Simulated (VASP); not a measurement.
# Ca3GeN (P1) in VASP: a series of runs

One crystal, Ca3GeN, is run at these levels: LDA; tasks: single point, molecular dynamics.

All numbers are computed with VASP 6.6.1; they aren't measurements. Logs are shortened: lines on timing, memory, paths and dates and some standing lists are left out, and cuts for length are marked.

### Step 1. The crystal as given

The typed cell holds 5 atoms: a = 4.749 Å, b = 4.745 Å, c = 4.766 Å, α = 89.93°, β = 90.06°, γ = 90.09°.

The cell was built by a generator and needn't be a form met in nature.

### Step 2. Single point, LDA

The input, INCAR:

```
PREC = Accurate
ENCUT = 520
EDIFF = 1E-6
ISMEAR = -5
SIGMA = 0.1
LREAL = False
LASPH = True
NELM = 80
ALGO = Normal
ISIF = 2
LWAVE = False
LCHARG = False
GGA = CA
NBANDS = 32
```

The input, KPOINTS:

```
regular mesh
0
Gamma
  3 3 3
```

The input, POSCAR:

```
Ca3GeN
1.0
    4.7491300000     -0.0038970000     -0.0026960000
   -0.0038970000      4.7454750000      0.0028270000
   -0.0026960000      0.0028270000      4.7660090000
N Ge Ca
1 1 3
Direct
    0.5215237215      0.4588607333      0.4921257657
    0.9626172002      0.0036118877      0.0156336266
    0.9875147463      0.5236809265      0.5074637697
    0.5091711863      0.0187969787      0.5400238620
    0.5045599584      0.5056665604      0.0305091271
```

Potentials or basis: VASP PAW LDA potentials, release 64 (N, Ge_d, Ca_sv).

On the command line:

```console
cat potpaw_LDA.64/N/POTCAR potpaw_LDA.64/Ge_d/POTCAR potpaw_LDA.64/Ca_sv/POTCAR > POTCAR
mpirun -np 1 vasp_std > vasp.out
```

OUTCAR:

```text
PREC = Accurate
   ENCUT = 520
   EDIFF = 1E-6
   ISMEAR = -5
   LREAL = False
   LASPH = True
   NELM = 80
   ISIF = 2
   GGA = CA

 ion  position               nearest neighbor table
   1  0.522  0.459  0.492-   4 2.10   5 2.21   3 2.23
   2  0.963  0.004  0.016-
   3  0.988  0.524  0.507-   1 2.23
   4  0.509  0.019  0.540-   1 2.10
   5  0.505  0.506  0.031-   1 2.21

  LATTYP: Found a triclinic cell.
 ALAT       =     4.7491323641
 B/A-ratio  =     1.4159254265
 C/A-ratio  =     0.9992304022
 COS(alpha) =     0.0003167798
 COS(beta)  =     0.0016421112
 COS(gamma) =     0.7054482606

  Lattice vectors:

 A1 = (   4.7491300000,  -0.0038970000,  -0.0026960000)
 A2 = (   4.7464340000,  -0.0010700000,   4.7633130000)
 A3 = (   0.0038970000,  -4.7454750000,  -0.0028270000)

Analysis of symmetry for initial positions (statically):
=====================================================================
 Subroutine PRICEL returns:
 Original cell was already a primitive cell.

 Routine SETGRP: Setting up the symmetry group for a
 triclinic supercell.

 Subroutine GETGRP returns: Found  1 space group operations
 (whereof  1 operations were pure point group operations)
 out of a pool of  2 trial point group operations.

The static configuration has the point symmetry C_1 .

Analysis of symmetry for dynamics (positions and initial velocities):
=====================================================================
 Subroutine PRICEL returns:
 Original cell was already a primitive cell.

 Routine SETGRP: Setting up the symmetry group for a
 triclinic supercell.

 Subroutine GETGRP returns: Found  1 space group operations
 (whereof  1 operations were pure point group operations)
 out of a pool of  2 trial point group operations.

The dynamic configuration has the point symmetry C_1 .

 Subroutine INISYM returns: Found  1 space group operations
 (whereof  1 operations are pure point group operations),
 and found     1 'primitive' translations

----------------------------------------------------------------------------------------

                                     Primitive cell

  volume of cell :     107.4108

  direct lattice vectors                    reciprocal lattice vectors
     4.749130000 -0.003897000 -0.002696000     0.210565092  0.000172846  0.000119008
    -0.003897000  4.745475000  0.002827000     0.000172846  0.210727277 -0.000124897
    -0.002696000  0.002827000  4.766009000     0.000119008 -0.000124897  0.209819300

  length of vectors
     4.749132364  4.745477442  4.766010601     0.210565196  0.210727385  0.209819371

  position of ions in fractional coordinates (direct lattice)
     0.521523722  0.458860733  0.492125766
     0.962617200  0.003611888  0.015633627
     0.987514746  0.523680926  0.507463770
     0.509171186  0.018796979  0.540023862
     0.504559958  0.505666560  0.030509127

  ion indices of the primitive-cell ions
   primitive index   ion index
                 1           1
                 2           2
                 3           3
                 4           4
                 5           5

----------------------------------------------------------------------------------------

 KPOINTS: regular mesh

Automatic generation of k-mesh.
 Grid dimensions read from file:
 generate k-points for:    3    3    3

 Generating k-lattice:

  Cartesian coordinates                     Fractional coordinates (reciprocal lattice)
     0.070188364  0.000057615  0.000039669     0.333333333 -0.000000000 -0.000000000
     0.000057615  0.070242426 -0.000041632     0.000000000  0.333333333 -0.000000000
     0.000039669 -0.000041632  0.069939767     0.000000000 -0.000000000  0.333333333

  Length of vectors
     0.070188399  0.070242462  0.069939790

  Shift w.r.t. Gamma in fractional coordinates (k-lattice)
     0.000000000  0.000000000  0.000000000

 TETIRR: Found     78 inequivalent tetrahedra from      162

 Subroutine IBZKPT returns following result:
 ===========================================

 Found     14 irreducible k-points:

 Following reciprocal coordinates:
            Coordinates               Weight
  0.000000  0.000000  0.000000      1.000000
  0.333333 -0.000000  0.000000      2.000000
 -0.000000  0.333333 -0.000000      2.000000
  0.333333  0.333333  0.000000      2.000000
 -0.333333  0.333333 -0.000000      2.000000
  0.000000  0.000000  0.333333      2.000000
  0.333333 -0.000000  0.333333      2.000000
 -0.333333  0.000000  0.333333      2.000000
 -0.000000  0.333333  0.333333      2.000000
  0.333333  0.333333  0.333333      2.000000
 -0.333333  0.333333  0.333333      2.000000
  0.000000 -0.333333  0.333333      2.000000
  0.333333 -0.333333  0.333333      2.000000
 -0.333333 -0.333333  0.333333      2.000000
   k-points           NKPTS =     14   k-points in BZ     NKDIM =     14   number of bands    NBANDS=     32
   number of dos      NEDOS =    301   number of ions     NIONS =      5
   total plane-waves  NPLWV =  46656
   dimension x,y,z NGX =    36 NGY =   36 NGZ =   36
   dimension x,y,z NGXF=    72 NGYF=   72 NGZF=   72
   ions per type =               1   1   3
   NGX,Y,Z   is equivalent  to a cutoff of  12.60, 12.61, 12.56 a.u.
   NGXF,Y,Z  is equivalent  to a cutoff of  25.20, 25.22, 25.11 a.u.
 SYSTEM =  unknown system
   PREC   = accura    normal or accurate (medium, high low for compatibility)
   ISTART =      0    job   : 0-new  1-cont  2-samecut
   ICHARG =      2    charge: 1-file 2-atom 10-const
   ISPIN  =      1    spin polarized calculation?
   LNONCOLLINEAR =      F non collinear calculations
   LSORBIT =      F    spin-orbit coupling
   LASPH  =      T    aspherical Exc in radial PAW
   ENCUT  =  520.0 eV  38.22 Ry    6.18 a.u.   8.83  8.82  8.86*2*pi/ulx,y,z
   NELM   =     80;   NELMIN=  2; NELMDL= -5     # of ELM steps
   EDIFF  = 0.1E-05   stopping-criterion for ELM
   LREAL  =      F    real-space projection
   EDIFFG = 0.1E-04   stopping-criterion for IOM
   NSW    =      0    number of steps for IOM
   IBRION =     -1    ionic relax: 0-MD 1-quasi-New 2-CG
   NFREE  =      0    steps in history (QN), initial steepest desc. (CG)
   ISIF   =      2    stress and relaxation
   ISYM   =      2    0-nonsym 1-usesym 2-fastsym
   POTIM  = 0.5000    time-step for ionic-motion
   TEBEG  =    0.0;   TEEND  =   0.0 temperature during run
   PSTRESS=    0.0 pullay stress
   NELECT =      49.0000    total number of electrons
   NUPDOWN=      -1.0000    fix difference up-down
   EMIN   =  10.00;   EMAX   =-10.00  energy-range for DOS
   EFERMI =   0.00;   METHOD = LEGACY
   ISMEAR =    -5;   SIGMA  =   0.10  broadening in eV -4-tet -1-fermi 0-gaus
   EFERMI_NEDOS =   21; number of points for ismear=-14 and -15
   IALGO  =     38    algorithm
   IMIX   =      4    mixing-type and parameters
     AMIX     =   0.40;   BMIX     =  1.00
     AMIX_MAG =   1.60;   BMIX_MAG =  1.00
  volume/ion in A,a.u.               =      21.48       144.97
  Fermi-wavevector in a.u.,A,eV,Ry     =   1.260252  2.381532 21.609263  1.588236
  Thomas-Fermi vector in A             =   2.393771
   LORBIT       =      0    0 simple, 1 ext, 2 COOP (PROOUT), +10 PAW based schemes
   GGA     = CA    functional components
   LHFCALC =     F    Hartree Fock is set to
   AEXX    =    0.0000 exact exchange contribution
   IVDW    =     0    specifies the selected vdW correction
   LEPSILON=     F    determine dielectric tensor
   LRPA    =     F    only Hartree local field effects (RPA)
 non-spin polarized calculation
 Fermi weights with tetrahedron method with Bloechl corrections
  energy-cutoff  :      520.00
  volume of cell :      107.41
 maximum number of plane-waves:      2933
   NGX = 17   NGY = 17   NGZ = 17

 number of electron      48.9999999 magnetization

 Free energy of the ion-electron system (eV)
  ---------------------------------------------------
  ext. energy  EPLUGINS =         0.00000000
  ---------------------------------------------------
  free energy    TOTEN  =       -24.87856059 eV

  energy without entropy =      -24.87856059  energy(sigma->0) =      -24.87856059

 E-fermi :   3.0099     XC(G=0):  -9.9856

 val. band max:        3.5491988585   @ k =   0.0000   0.0000   0.0000
 cond. band min:       3.2063024954   @ k =  -0.0000   0.3333  -0.0000
 fundamental gap:     -0.3428963632
 Fermi energy:         3.0098922037

 k-point     1 :       0.0000    0.0000    0.0000
  band No.  band energies     occupation
      1     -36.1926      2.00000
      2     -36.0995      2.00000
      3     -35.8751      2.00000
      4     -20.3456      2.00000
      5     -20.3452      2.00000
      6     -20.3380      2.00000
[... 24 lines left out ...]
     31       5.7540      0.00000
     32       8.0459      0.00000

 k-point     2 :       0.3333   -0.0000    0.0000
  band No.  band energies     occupation
      1     -36.1720      2.00000
      2     -36.1169      2.00000
      3     -35.8776      2.00000
      4     -20.3464      2.00000
      5     -20.3453      2.00000
      6     -20.3382      2.00000
[... 24 lines left out ...]
     31       7.2642      0.00000
     32       7.3798      0.00000

 k-point     3 :      -0.0000    0.3333   -0.0000
  band No.  band energies     occupation
      1     -36.1856      2.00000
      2     -36.0990      2.00000
      3     -35.8820      2.00000
      4     -20.3464      2.00000
      5     -20.3450      2.00000
      6     -20.3384      2.00000
[... 24 lines left out ...]
     31       7.1659      0.00000
     32       7.5433      0.00000

 k-point     4 :       0.3333    0.3333    0.0000
  band No.  band energies     occupation
      1     -36.1683      2.00000
      2     -36.1149      2.00000
      3     -35.8824      2.00000
      4     -20.3461      2.00000
      5     -20.3450      2.00000
      6     -20.3385      2.00000
[... 304 lines left out ...]
     31       7.5393      0.00000
     32       7.9327      0.00000

 k-point    13 :       0.3333   -0.3333    0.3333
  band No.  band energies     occupation
      1     -36.1611      2.00000
      2     -36.1201      2.00000
      3     -35.8833      2.00000
      4     -20.3460      2.00000
      5     -20.3449      2.00000
      6     -20.3381      2.00000
[... 24 lines left out ...]
     31       7.2553      0.00000
     32       7.5786      0.00000

 k-point    14 :      -0.3333   -0.3333    0.3333
  band No.  band energies     occupation
      1     -36.1613      2.00000
      2     -36.1198      2.00000
      3     -35.8834      2.00000
      4     -20.3459      2.00000
      5     -20.3447      2.00000
      6     -20.3383      2.00000
[... 24 lines left out ...]
     31       7.2104      0.00000
     32       7.6259      0.00000

------------------------ aborting loop because EDIFF is reached ----------------------------------------

  FORCE on cell =-STRESS in cart. coord.  units (eV):
  Direction    XX          YY          ZZ          XY          YZ          ZX
  --------------------------------------------------------------------------------------
  -------------------------------------------------------------------------------------
  Total       -0.7826607      0.8295928     -0.4661292      0.2614683     -0.3354465      0.3331005
  in kB      -11.6744413     12.3744967     -6.9529458      3.9001532     -5.0036367      4.9686431
  external PRESSURE =      -2.0842968 kB  Pullay stress =       0.0000000 kB

 VOLUME and BASIS-vectors are now :
 -----------------------------------------------------------------------------
  energy-cutoff  :      520.00
  volume of cell :      107.41
      direct lattice vectors                 reciprocal lattice vectors
     4.749130000 -0.003897000 -0.002696000     0.210565092  0.000172846  0.000119008
    -0.003897000  4.745475000  0.002827000     0.000172846  0.210727277 -0.000124897
    -0.002696000  0.002827000  4.766009000     0.000119008 -0.000124897  0.209819300

 POSITION                                       TOTAL-FORCE (eV/Angst)
 -----------------------------------------------------------------------------------
      2.47367      2.17687      2.34537        -0.629935      1.743296      0.745887
      4.57154      0.01343      0.07192         0.405492      0.011381      0.072715
      4.68643      2.48270      2.41739         0.802328     -0.322034      0.136789
      2.41659      0.08874      2.57244        -0.339711     -1.330922     -0.238004
      2.39417      2.39775      0.14548        -0.238173     -0.101720     -0.717387
 -----------------------------------------------------------------------------------
    total drift:                               -0.000274     -0.000118      0.000464

  FREE ENERGIE OF THE ION-ELECTRON SYSTEM (eV)
  ---------------------------------------------------
  free  energy   TOTEN  =       -24.8785605922 eV

  energy  without entropy=      -24.8785605922  energy(sigma->0) =      -24.87856059
```

Wall time 21 s (1 thread of Intel Xeon 6975P-C (Granite Rapids), shared host); peak memory 0.2 GiB.

Results:

```
Free energy            : -24.8786 eV
Pressure               : -0.2 GPa
Largest force          : 1.998 eV/Å
Band gap on the k mesh : none (metal or under the smearing width)
```

Forces in eV/Å, atoms in the order of the input:
```
N   -0.630  1.743  0.746
Ge   0.405  0.011  0.073
Ca   0.802 -0.322  0.137
Ca  -0.340 -1.331 -0.238
Ca  -0.238 -0.102 -0.717
```

Caveat: the k mesh is coarse (spacing up to 0.44 Å⁻¹), so the values aren't converged; forces of over 1 eV/Å show positions far from the minimum, so gaps and moduli don't describe the material at rest; tetrahedron occupations give inexact forces and stress in metals.

### Step 3. Single point, LDA

The input, INCAR:

```
SYSTEM = Ca3GeN
PREC = Accurate
ENCUT = 520
EDIFF = 1E-6
ISMEAR = -5
SIGMA = 0.1
LREAL = .FALSE.
LASPH = .TRUE.
NELM = 80
ALGO = Normal
ISIF = 2
LWAVE = .FALSE.
LCHARG = .TRUE.
LELF = .TRUE.
LVHAR = .TRUE.
NBANDS = 32
```

The input, KPOINTS:

```
regular mesh
0
G
  3 3 3
  0 0 0
```

The input, POSCAR:

```
Ca3GeN
1.0
    4.7491300000     -0.0038970000     -0.0026960000
   -0.0038970000      4.7454750000      0.0028270000
   -0.0026960000      0.0028270000      4.7660090000
N Ge Ca
1 1 3
Direct
    0.5097931161      0.4846571259      0.4833354861
    0.9615560672     -0.0003477985      0.0193325985
    0.9819739532      0.5281928163      0.5065255229
    0.5225495984      0.0109025087      0.5443202001
    0.5020466190      0.5016661679      0.0347427601
```

Potentials or basis: VASP PAW LDA potentials, release 64 (N, Ge_d, Ca_sv).

On the command line:

```console
cat potpaw_LDA.64/N/POTCAR potpaw_LDA.64/Ge_d/POTCAR potpaw_LDA.64/Ca_sv/POTCAR > POTCAR
mpirun -np 1 vasp_std > vasp.out
```

Wall time 25 s (1 thread of Intel Xeon 6975P-C (Granite Rapids), shared host); peak memory 0.2 GiB.

The run converged. Its results:

- Free energy: -24.9422 eV
- Pressure: -0.5 GPa
- Largest force: 1.534 eV/Å
- Band gap on the k mesh: none (metal or under the smearing width)

Forces on the atoms (eV/Å):
```
N   -0.414  0.580  1.359
Ge   0.400  0.128  0.019
Ca   1.021 -0.406  0.182
Ca  -0.618 -0.243 -0.392
Ca  -0.390 -0.059 -1.167
```

Stress tensor (GPa, compression positive):
```
-1.19  0.07  0.48
 0.07 -1.37 -0.24
 0.48 -0.24  0.94
```

Levels at points of the mesh, in eV from the Fermi level:
| k point | band 23 | band 24 | band 25 | band 26 | band 27 | band 28 |
| --- | --- | --- | --- | --- | --- | --- |
| (0.00, 0.00, 0.00) | 0.58 | 0.80 | 0.95 | 1.22 | 1.56 | 2.20 |

Caveat: the k mesh is coarse (spacing up to 0.44 Å⁻¹), so the values aren't converged; forces of over 1 eV/Å show positions far from the minimum, so gaps and moduli don't describe the material at rest; tetrahedron occupations give inexact forces and stress in metals.

### Step 4. Single point, LDA

The input, INCAR:

```
  PREC = Accurate
  ENCUT = 520
  EDIFF = 1E-6
  ISMEAR = -5
  SIGMA = 0.1
  LREAL = False
  LASPH = True
  NELM = 80
  ALGO = Fast
  ISIF = 2
  LWAVE = False
  LCHARG = False
  GGA = CA
  NBANDS = 32
```

The input, KPOINTS:

```
Automatic mesh
0
Gamma
  3 3 3
```

The input, POSCAR:

```
Ca3GeN
1.0
    4.7491300000     -0.0038970000     -0.0026960000
   -0.0038970000      4.7454750000      0.0028270000
   -0.0026960000      0.0028270000      4.7660090000
N Ge Ca
1 1 3
Direct
    0.4909967155      0.5141072218      0.4861852644
    0.9658673547     -0.0038847491      0.0243950359
    0.9837661252      0.5343961880      0.5061854679
    0.5311376096      0.0050364800      0.5452257243
    0.4969793499      0.4960961230      0.0360732413
```

On the command line:

```console
cat potpaw_LDA.64/N/POTCAR potpaw_LDA.64/Ge_d/POTCAR potpaw_LDA.64/Ca_sv/POTCAR > POTCAR
mpirun -np 1 vasp_std > vasp.out
```

Run time: 87 s. Hardware: 1 thread of Intel Xeon 6975P-C (Granite Rapids), shared host; peak memory 0.19 GiB.

The run converged. Its results:

- Free energy: -24.9807 eV
- Pressure: -1.0 GPa
- Largest force: 1.321 eV/Å
- Band gap on the k mesh: none (metal or under the smearing width)

Forces on the atoms (eV/Å):
```
N    0.081 -0.085  1.316
Ge   0.322  0.206 -0.021
Ca   0.767 -0.462  0.212
Ca  -0.805  0.319 -0.380
Ca  -0.364  0.023 -1.127
```

Stress tensor (GPa, compression positive):
```
-1.97 -0.25  0.16
-0.25 -1.87  0.11
 0.16  0.11  0.94
```

Levels at points of the mesh, in eV from the Fermi level:
| k point | band 22 | band 23 | band 24 | band 25 | band 26 | band 27 | band 28 | band 29 |
| --- | --- | --- | --- | --- | --- | --- | --- | --- |
| (0.00, 0.00, 0.00) | -0.58 | 0.68 | 0.79 | 0.94 | 1.27 | 1.57 | 2.18 | 2.38 |

Caveat: the k mesh is coarse (spacing up to 0.44 Å⁻¹), so the values aren't converged; forces of over 1 eV/Å show positions far from the minimum, so gaps and moduli don't describe the material at rest; tetrahedron occupations give inexact forces and stress in metals.

### Step 5. Molecular dynamics, LDA

The input, INCAR:

```
SYSTEM = Ca3GeN
ALGO = Normal ; EDIFF = 1E-5
ENCUT = 520 ; IBRION = 0
ISIF = 2 ; ISMEAR = -5
ISYM = 0 ; LANGEVIN_GAMMA = 10 10 10
LASPH = .True. ; LCHARG = .False.
LREAL = .False. ; LWAVE = .False.
MDALGO = 3 ; NELM = 100
NELMIN = 4 ; NSW = 40
POTIM = 0.5 ; PREC = Accurate
RANDOM_SEED = 498998 0 0 ; SIGMA = 0.1
TEBEG = 600.0 ; TEEND = 600.0
```

The input, KPOINTS:

```
k-points
0
Gamma
  3 3 3
  0 0 0
```

The input, POSCAR:

```
Ca3GeN
1.0
    4.7491300000     -0.0038970000     -0.0026960000
   -0.0038970000      4.7454750000      0.0028270000
   -0.0026960000      0.0028270000      4.7660090000
N Ge Ca
1 1 3
Direct
    0.5184460000      0.4527070000      0.5030450000
    0.9678430000      0.0058350000      0.0165180000
    0.9965280000      0.5160060000      0.5119440000
    0.4934140000      0.0203880000      0.5353380000
    0.5028110000      0.5088100000      0.0247120000
```

On the command line:

```console
cat potpaw_LDA.64/N/POTCAR potpaw_LDA.64/Ge_d/POTCAR potpaw_LDA.64/Ca_sv/POTCAR > POTCAR
mpirun -np 1 vasp_std > vasp.out
```

Run time: 3.5 min. Hardware: 1 thread of Intel Xeon 6975P-C (Granite Rapids), shared host; peak memory 0.25 GiB.

Step by step:
```tsv
step	potential energy change (eV)	largest force (eV/Å)	pressure (GPa)	volume (Å³)	temperature (K)
1	0.0000	2.3083	-0.66	107.41	724
2	0.0127	2.3600	-0.59	107.41	718
3	0.0255	2.4114	-0.53	107.41	721
4	0.0375	2.4576	-0.48	107.41	698
5	0.0475	2.4911	-0.43	107.41	652
6	0.0574	2.5222	-0.39	107.41	592
7	0.0659	2.5487	-0.36	107.41	565
8	0.0739	2.5710	-0.33	107.41	569
9	0.0809	2.5881	-0.29	107.41	548
10	0.0854	2.5909	-0.27	107.41	496
11	0.0888	2.5894	-0.26	107.41	474
12	0.0915	2.5843	-0.24	107.41	459
13	0.0935	2.5773	-0.23	107.41	437
14	0.0954	2.5675	-0.21	107.41	436
15	0.0950	2.5475	-0.21	107.41	468
16	0.0947	2.5241	-0.20	107.41	490
17	0.0932	2.4958	-0.20	107.41	466
18	0.0909	2.4662	-0.21	107.41	447
19	0.0863	2.4286	-0.23	107.41	453
20	0.0800	2.3830	-0.25	107.41	454
21	0.0733	2.3383	-0.27	107.41	447
22	0.0662	2.2940	-0.29	107.41	458
23	0.0578	2.2440	-0.32	107.41	460
24	0.0494	2.1947	-0.35	107.41	469
25	0.0414	2.1494	-0.38	107.41	520
26	0.0329	2.1047	-0.41	107.41	535
27	0.0247	2.0611	-0.44	107.41	563
28	0.0157	2.0151	-0.48	107.41	607
29	0.0058	1.9665	-0.53	107.41	630
30	-0.0029	1.9232	-0.57	107.41	632
31	-0.0113	1.8837	-0.60	107.41	629
32	-0.0209	1.8424	-0.65	107.41	645
33	-0.0304	1.8003	-0.70	107.41	665
34	-0.0396	1.7628	-0.74	107.41	670
35	-0.0485	1.7265	-0.78	107.41	680
36	-0.0575	1.6901	-0.83	107.41	710
37	-0.0667	1.6537	-0.89	107.41	727
38	-0.0754	1.6184	-0.93	107.41	746
39	-0.0841	1.5836	-0.98	107.41	738
40	-0.0916	1.5516	-1.02	107.41	748
```

Caveat: the k mesh is coarse (spacing up to 0.44 Å⁻¹), so the values aren't converged.
